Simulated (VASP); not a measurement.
```
CELL_PARAMETERS angstrom
      4.87826     0.00000     0.00000
     -2.43913     4.22469     0.00000
      0.00000     0.00000     2.72029
ATOMIC_POSITIONS crystal
  Ge 0.00000 0.00000 0.00000
  Ge 0.33333 0.66667 0.50000
  Ge 0.66667 0.33333 0.50000
```

These are r2SCAN meta-GGA, VASP's PBE PAW potentials (set 64) (plane waves; VASP 6.6.1) values and carry that method's errors. Settings: 480 eV cut-off, 8×8×10 Γ-centred mesh, first-order Methfessel-Paxton smearing of 0.10 eV, potentials Ge_d.

Energy and stress use the plane-wave basis of the starting cell.

Task: The ions, cell shape and volume at an external pressure of 15.0 GPa are relaxed. Give the cell that the relaxation ends in.

Result: 
```
CELL_PARAMETERS angstrom
      4.64653     0.00000     0.00000
     -2.32327     4.02402     0.00000
      0.00000     0.00000     2.59626
ATOMIC_POSITIONS crystal
  Ge 0.00000 0.00000 0.00000
  Ge 0.33333 0.66667 0.50000
  Ge 0.66667 0.33333 0.50000
```
Space group P6/mmm (191), at a tolerance of 0.03 Å.

Task: How do energy and volume change from the first to the last step?

Result: The energy (σ→0) changes by +104.1 meV/atom and the volume by -13.4 %, in 8 ionic steps.

The structure was generated: Ge was put into the omega type (P6/mmm), which need not be its known phase. This run relaxes it under an external pressure of 15 GPa. Symmetry was kept, so distortions that lower it aren't found.
